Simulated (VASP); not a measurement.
Data:

```
PbSn2Se3
1.0
    4.28031     0.00000     0.00000
   -2.14016     3.70686     0.00000
    0.00000     0.00000    10.50922
Sn Pb Se
2 1 3
Direct
  0.33333   0.66667   0.66364
  0.66667   0.33333   0.33636
  0.00000   0.00000   0.00000
  0.33333   0.66667   0.17384
  0.66667   0.33333   0.82616
  0.00000   0.00000   0.50000
```

Computed with r2SCAN meta-GGA, VASP's PBE PAW potentials (set 64) (plane waves; VASP). Run with 400 eV cut-off, 7×7×3 Γ-centred mesh, tetrahedra with Blöchl corrections, potentials Sn_d Pb_d Se.

Unless said otherwise, spin-orbit coupling is left out, though it shifts the bands of the heavy elements here.

Task: Give the energies of bands 22 to 35 at the high-symmetry points, in eV from the valence-band maximum.

Result: 
```csv
band,Γ,M,K,A,L,H
22,-2.64,-5.87,-5.18,-2.62,-5.20,-4.65
23,-2.64,-4.06,-5.13,-2.62,-4.98,-4.65
24,-2.64,-4.06,-5.13,-2.54,-3.83,-4.60
25,-2.46,-3.60,-3.21,-2.54,-3.66,-4.48
26,-2.46,-3.54,-3.21,-2.29,-3.42,-4.21
27,-2.37,-2.95,-3.17,-2.29,-3.21,-4.21
28,-2.37,-2.91,-2.73,-1.92,-2.31,-1.63
29,-0.95,-1.88,-2.04,-1.86,-2.31,-1.05
30,-0.75,-1.46,-2.04,0.00,-0.01,-1.05
31,1.03,1.51,2.50,0.10,0.12,1.21
32,1.47,1.58,2.50,1.20,1.19,1.21
33,1.68,2.29,2.52,1.20,1.20,1.27
34,1.68,2.29,2.79,2.82,3.49,4.00
35,1.91,3.17,2.84,3.16,3.51,4.00
```

The gap is direct, 0.10 eV, from the valence maximum at A to the conduction minimum at A.

The structure comes from a computed database's Sn2PbSe3 entry (P-3m1); how it stands against other phases isn't given here. It was relaxed first.
